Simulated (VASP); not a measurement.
Method: PBE GGA, VASP's PBE PAW potentials (set 64) (plane waves; VASP).

VASP ran on this input.

File POSCAR:
```
TiC
1
    0.0000000000     2.1650000000     2.1650000000
    2.1650000000     0.0000000000     2.1650000000
    2.1650000000     2.1650000000     0.0000000000
Ti C
1 1
Direct
  0.0000000000   0.0000000000   0.0000000000
  0.5000000000   0.5000000000   0.5000000000
```

**INCAR**
```
SYSTEM = TiC
PREC = Accurate
ENCUT = 520
EDIFF = 1E-6
NELM = 100
ALGO = Normal
LREAL = .FALSE.
LASPH = .TRUE.
ISMEAR = 1
SIGMA = 0.1
GGA = PE
LMAXMIX = 4
LWAVE = .FALSE.
LCHARG = .FALSE.
ISIF = 2
```

File KPOINTS:
```
Automatic mesh
0
Gamma
13 13 13
0 0 0
```

POTCAR, in this order: Ti_sv C (PBE.64 set). Program: vasp_std.

Predict the energy per atom (σ→0), band gap (on the k-mesh).

| Quantity | Value |
|---|---|
| energy per atom (σ→0) | -9.355 eV/atom |
| band gap (on the k-mesh) | none (metal, semimetal or under 0.01 eV) |

### OSZICAR
```
...
DAV:   9    -0.187142016982E+02   -0.61613E-03   -0.15554E-01  2292   0.501E+00    0.831E-01
DAV:  10    -0.187107676306E+02    0.34341E-02   -0.17188E-02  2872   0.189E+00    0.589E-01
DAV:  11    -0.187092463170E+02    0.15213E-02   -0.73710E-03  2156   0.132E+00    0.117E-01
DAV:  12    -0.187092436992E+02    0.26178E-05   -0.51510E-04  2200   0.326E-01    0.391E-02
DAV:  13    -0.187092292605E+02    0.14439E-04   -0.29540E-05  2944   0.791E-02    0.145E-02
DAV:  14    -0.187092279253E+02    0.13351E-05   -0.30602E-06  2156   0.156E-02    0.314E-03
DAV:  15    -0.187092277469E+02    0.17842E-06   -0.39781E-07  1088   0.102E-02
   1 F= -.18709228E+02 E0= -.18709165E+02  d E =-.187993E-03
```

The compound is TiC in the rock salt structure. The cell was not relaxed at this level.
